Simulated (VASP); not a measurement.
These are AM05 GGA, VASP's PBE PAW potentials (set 64) (plane waves; VASP) values and carry that method's errors.

A VASP calculation is set up with these files.

INCAR:
```
# general
SYSTEM  = PtS2
PREC    = Accurate
ENCUT   = 520   # plane-wave cut-off (eV)
LREAL   = F   # projection in real space or not
LASPH   = T

# electronic loop
EDIFF   = 1E-7   # SCF stop (eV)
NELM    = 100   # most electronic steps
ALGO    = Normal   # blocked Davidson
LMAXMIX = 6   # l cut-off of mixed one-centre charges

# smearing
ISMEAR  = 0   # Gaussian
SIGMA   = 0.05   # width (eV)

# functional
GGA     = AM   # AM05

# ions
IBRION  = 2   # conjugate gradients
NSW     = 30
ISIF    = 4   # ions and shape, fixed volume
EDIFFG  = -0.01

# output
LWAVE   = F
LCHARG  = F
```

**KPOINTS**
```
Automatic mesh
0
Gamma
7 7 4
0 0 0
```

File POSCAR:
```
PtS2
1.0
  1.7502496322  -3.0315213584   0.0000000000
  1.7502496322   3.0315213584   0.0000000000
  0.0000000000   0.0000000000   6.5307815587
Pt S
1 2
Cart
  0.0000000000   0.0000000000   0.0000000000
  1.7502496322   1.0105091405   1.1959400875
  1.7502496322  -1.0105091405   5.3348414712
```

POTCAR, in this order: Pt S (PBE.64 set). Program: vasp_std.

Output of the run:

File OUTCAR:
```
 ion  position               nearest neighbor table
   1  0.000  0.000  0.000-   2 2.35   3 2.35   3 2.35   2 2.35   3 2.35   2 2.35
   2  0.333  0.667  0.183-   1 2.35   1 2.35   1 2.35
   3  0.667  0.333  0.817-   1 2.35   1 2.35   1 2.35
  LATTYP: Found a hexagonal cell.
 ALAT       =     3.5004993246
 C/A-ratio  =     1.8656714237
 Subroutine PRICEL returns:
 Original cell was already a primitive cell.
 Subroutine GETGRP returns: Found 12 space group operations
The static configuration has the point symmetry D_3d.
The dynamic configuration has the point symmetry D_3d.
 Subroutine INISYM returns: Found 12 space group operations
 Subroutine IBZKPT returns following result:
 Found     28 irreducible k-points:

 Following reciprocal coordinates:
            Coordinates               Weight
  0.000000  0.000000  0.000000      1.000000
  0.142857 -0.000000  0.000000      6.000000
  0.285714 -0.000000  0.000000      6.000000
  0.428571  0.000000  0.000000      6.000000
  0.142857  0.142857  0.000000      6.000000
  0.285714  0.142857  0.000000     12.000000
  0.428571  0.142857  0.000000      6.000000
  0.285714  0.285714  0.000000      6.000000
  0.000000  0.000000  0.250000      2.000000
  0.142857 -0.000000  0.250000      6.000000
 -0.000000  0.142857  0.250000      6.000000
  0.285714 -0.000000  0.250000      6.000000
 -0.000000  0.285714  0.250000      6.000000
  0.428571  0.000000  0.250000      6.000000
  0.000000  0.428571  0.250000      6.000000
  0.142857  0.142857  0.250000     12.000000
  0.285714  0.142857  0.250000     12.000000
 -0.142857  0.428571  0.250000     12.000000
  0.428571  0.142857  0.250000     12.000000
  0.285714  0.285714  0.250000     12.000000
  0.000000  0.000000  0.500000      1.000000
  0.142857 -0.000000  0.500000      6.000000
...
```

OSZICAR:
```
       N       E                     dE             d eps       ncg     rms          rms(c)
DAV:   1     0.125877838201E+03    0.12588E+03   -0.10212E+04   840   0.127E+03
DAV:   2    -0.112360851345E+02   -0.13711E+03   -0.13391E+03  1093   0.245E+02
DAV:   3    -0.174632004873E+02   -0.62271E+01   -0.61994E+01  1099   0.580E+01
DAV:   4    -0.175560523504E+02   -0.92852E-01   -0.92829E-01  1109   0.734E+00
DAV:   5    -0.175583150637E+02   -0.22627E-02   -0.22626E-02  1156   0.110E+00    0.203E+01
DAV:   6    -0.164400731883E+02    0.11182E+01   -0.70006E+00   896   0.274E+01    0.122E+01
DAV:   7    -0.162702099875E+02    0.16986E+00   -0.12371E+00   903   0.124E+01    0.570E+00
DAV:   8    -0.162370785660E+02    0.33131E-01   -0.79190E-02  1078   0.247E+00    0.105E+00
DAV:   9    -0.162330543052E+02    0.40243E-02   -0.15393E-02  1022   0.136E+00    0.222E-01
DAV:  10    -0.162334407261E+02   -0.38642E-03   -0.21054E-03  1064   0.369E-01    0.135E-01
DAV:  11    -0.162334627743E+02   -0.22048E-04   -0.10206E-04  1127   0.102E-01    0.529E-02
DAV:  12    -0.162334687021E+02   -0.59278E-05   -0.17876E-05   981   0.380E-02    0.230E-02
DAV:  13    -0.162334703014E+02   -0.15993E-05   -0.81794E-06  1106   0.249E-02    0.709E-03
DAV:  14    -0.162334708582E+02   -0.55683E-06   -0.81725E-07   994   0.698E-03    0.288E-03
DAV:  15    -0.162334708959E+02   -0.37662E-07   -0.21063E-08   903   0.104E-03
   1 F= -.16233471E+02 E0= -.16233471E+02  d E =-.162335E+02
       N       E                     dE             d eps       ncg     rms          rms(c)
DAV:   1    -0.162505576441E+02   -0.17087E-01   -0.17456E+00   840   0.811E+00    0.106E+00
DAV:   2    -0.162519578754E+02   -0.14002E-02   -0.77426E-02  1057   0.219E+00    0.475E-01
DAV:   3    -0.162504660603E+02    0.14918E-02   -0.30701E-03  1222   0.456E-01    0.269E-01
DAV:   4    -0.162501145610E+02    0.35150E-03   -0.19939E-03  1092   0.279E-01    0.630E-02
DAV:   5    -0.162501282081E+02   -0.13647E-04   -0.22192E-04   973   0.107E-01    0.485E-02
DAV:   6    -0.162501313094E+02   -0.31014E-05   -0.20784E-05   994   0.307E-02    0.170E-02
DAV:   7    -0.162501348982E+02   -0.35887E-05   -0.27548E-06  1050   0.133E-02    0.497E-03
DAV:   8    -0.162501367314E+02   -0.18332E-05   -0.13839E-06  1043   0.933E-03    0.193E-03
DAV:   9    -0.162501371667E+02   -0.43528E-06   -0.41851E-07  1049   0.483E-03    0.207E-03
DAV:  10    -0.162501372302E+02   -0.63561E-07   -0.83120E-08   815   0.221E-03
   2 F= -.16250137E+02 E0= -.16250137E+02  d E =-.166663E-01
       N       E                     dE             d eps       ncg     rms          rms(c)
DAV:   1    -0.162537673759E+02   -0.36302E-02   -0.96669E-01   840   0.604E+00    0.787E-01
DAV:   2    -0.162546332086E+02   -0.86583E-03   -0.42935E-02  1064   0.163E+00    0.342E-01
DAV:   3    -0.162538173954E+02    0.81581E-03   -0.16392E-03  1215   0.336E-01    0.192E-01
DAV:   4    -0.162536136649E+02    0.20373E-03   -0.11216E-03  1071   0.210E-01    0.470E-02
DAV:   5    -0.162536221791E+02   -0.85142E-05   -0.13030E-04   980   0.817E-02    0.351E-02
DAV:   6    -0.162536237747E+02   -0.15956E-05   -0.11488E-05  1036   0.228E-02    0.128E-02
DAV:   7    -0.162536257732E+02   -0.19984E-05   -0.16213E-06  1009   0.102E-02    0.361E-03
DAV:   8    -0.162536267247E+02   -0.95159E-06   -0.72820E-07  1071   0.681E-03    0.147E-03
DAV:   9    -0.162536269645E+02   -0.23977E-06   -0.22852E-07   896   0.362E-03    0.145E-03
DAV:  10    -0.162536270013E+02   -0.36819E-07   -0.50066E-08   848   0.171E-03
   3 F= -.16253627E+02 E0= -.16253627E+02  d E =-.201561E-01
       N       E                     dE             d eps       ncg     rms          rms(c)
DAV:   1    -0.162536277731E+02   -0.80860E-06   -0.21140E-03   840   0.283E-01    0.386E-02
DAV:   2    -0.162536304318E+02   -0.26587E-05   -0.93982E-05  1064   0.761E-02    0.159E-02
DAV:   3    -0.162536287572E+02    0.16746E-05   -0.33427E-06  1207   0.153E-02    0.869E-03
DAV:   4    -0.162536282977E+02    0.45945E-06   -0.26664E-06  1057   0.102E-02    0.224E-03
DAV:   5    -0.162536282856E+02    0.12072E-07   -0.32193E-07   952   0.400E-03
   4 F= -.16253628E+02 E0= -.16253628E+02  d E =-.201574E-01
       N       E                     dE             d eps       ncg     rms          rms(c)
DAV:   1    -0.162579134536E+02   -0.42852E-02   -0.14331E-01   840   0.274E+00    0.376E-01
DAV:   2    -0.162552906923E+02    0.26228E-02   -0.75839E-03   994   0.773E-01    0.174E-01
DAV:   3    -0.162547905685E+02    0.50012E-03   -0.11929E-03  1043   0.281E-01    0.785E-02
DAV:   4    -0.162546233198E+02    0.16725E-03   -0.42058E-04  1106   0.136E-01    0.421E-02
DAV:   5    -0.162546213949E+02    0.19248E-05   -0.42902E-05  1022   0.463E-02    0.129E-02
DAV:   6    -0.162546245125E+02   -0.31176E-05   -0.49705E-06  1008   0.171E-02    0.603E-03
DAV:   7    -0.162546263017E+02   -0.17892E-05   -0.16219E-06   973   0.103E-02    0.307E-03
DAV:   8    -0.162546269679E+02   -0.66619E-06   -0.57515E-07  1071   0.585E-03    0.119E-03
DAV:   9    -0.162546270910E+02   -0.12318E-06   -0.11729E-07   879   0.254E-03    0.337E-04
DAV:  10    -0.162546271027E+02   -0.11687E-07   -0.21035E-08   777   0.128E-03
   5 F= -.16254627E+02 E0= -.16254627E+02  d E =-.998817E-03
       N       E                     dE             d eps       ncg     rms          rms(c)
DAV:   1    -0.162568669375E+02   -0.22398E-02   -0.86548E-02   847   0.213E+00    0.294E-01
DAV:   2    -0.162552773256E+02    0.15896E-02   -0.45930E-03   994   0.601E-01    0.136E-01
DAV:   3    -0.162549748406E+02    0.30249E-03   -0.72360E-04  1057   0.219E-01    0.610E-02
DAV:   4    -0.162548737621E+02    0.10108E-03   -0.25420E-04  1099   0.106E-01    0.328E-02
DAV:   5    -0.162548727774E+02    0.98464E-06   -0.25949E-05  1043   0.360E-02    0.101E-02
DAV:   6    -0.162548747251E+02   -0.19477E-05   -0.30060E-06  1008   0.134E-02    0.468E-03
DAV:   7    -0.162548758334E+02   -0.11083E-05   -0.97868E-07   938   0.803E-03    0.240E-03
DAV:   8    -0.162548762418E+02   -0.40833E-06   -0.34673E-07  1061   0.454E-03    0.916E-04
DAV:   9    -0.162548763182E+02   -0.76406E-07   -0.71708E-08   800   0.203E-03
   6 F= -.16254876E+02 E0= -.16254876E+02  d E =-.124803E-02
```

File OUTCAR:
```
------------------------ aborting loop because EDIFF is reached ----------------------------------------
  FORCE on cell =-STRESS in cart. coord.  units (eV):
  Direction    XX          YY          ZZ          XY          YZ          ZX
  --------------------------------------------------------------------------------------
  Total        0.0870012      0.0870012      0.0770200     -0.0000000      0.0000000      0.0000000
  in kB        2.0113149      2.0113150      1.7805681     -0.0000000      0.0000000      0.0000000
  external PRESSURE =       1.9343994 kB  Pullay stress =       0.0000000 kB
  volume of cell :       69.30
      direct lattice vectors                 reciprocal lattice vectors
     1.766432299 -3.059550568 -0.000000000     0.283056419 -0.163422695  0.000000000
     1.766432299  3.059550568  0.000000000     0.283056419  0.163422695  0.000000000
    -0.000000000  0.000000000  6.411669866     0.000000000 -0.000000000  0.155965610
 POSITION                                       TOTAL-FORCE (eV/Angst)
 -----------------------------------------------------------------------------------
      0.00000      0.00000      0.00000        -0.000000      0.000000      0.000000
      1.76643      1.01985      1.20888        -0.000000     -0.000000      0.005663
      1.76643     -1.01985      5.20279         0.000000     -0.000000     -0.005663
 -----------------------------------------------------------------------------------
    total drift:                                0.000000     -0.000000      0.000000
  FREE ENERGIE OF THE ION-ELECTRON SYSTEM (eV)
  ---------------------------------------------------
  free  energy   TOTEN  =       -16.2548763182 eV

  energy  without entropy=      -16.2548763182  energy(sigma->0) =      -16.25487632

 reached required accuracy - stopping structural energy minimisation
```
(Selected blocks of OUTCAR.)

**CONTCAR**
```
PtS2
   1.00000000000000
     1.7664322985022380   -3.0595505676847607   -0.0000000000000000
     1.7664322985022380    3.0595505676847607    0.0000000000000000
    -0.0000000000000000    0.0000000000000000    6.4116698659493787
  Pt              S
     1     2
Direct
     0.0000000000000000    0.0000000000000000    0.0000000000000000
     0.3333330000000032    0.6666669999999968    0.1885440687521577
     0.6666669999999968    0.3333330000000032    0.8114559312478423
```

Without a dispersion term in the relaxation, distances and binding between the weakly bound layers, chains or molecules are unreliable, and so is what depends on them.

The compound is PtS2 in the 1T layered structure. This cell is one point of a volume scan, at 0.97 of the reference volume. Symmetry was kept, so distortions that lower it aren't found.
